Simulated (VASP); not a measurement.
Energy against volume of V (bcc). Method: revPBE GGA, VASP's PBE PAW potentials (set 64) (plane waves; VASP). Settings: 520 eV cut-off, 17×17×17 Γ-centred mesh, first-order Methfessel-Paxton smearing of 0.10 eV, potentials V_sv.

```
V (Å³/atom)  E (eV/atom)
-----------  -----------
13.273          -8.59991
13.684          -8.60861
14.094          -8.60375
14.505          -8.58706
```

### Question
Fit these four points and predict the energy of the run at 12.863 Å³/atom.

### Answer
A cubic in V^(−2/3), the third-order Birch-Murnaghan form, passes through the four points with V0 = 13.73 Å³/atom and B0 = 174 GPa, and gives -8.5757 eV/atom there. The run gave -8.5757 eV/atom, -0.1 meV/atom from the fit; all five points give B0 = 174 GPa.

The compound is V in the bcc structure. It was relaxed first. The run is not spin-polarised, so no magnetic state was tried.
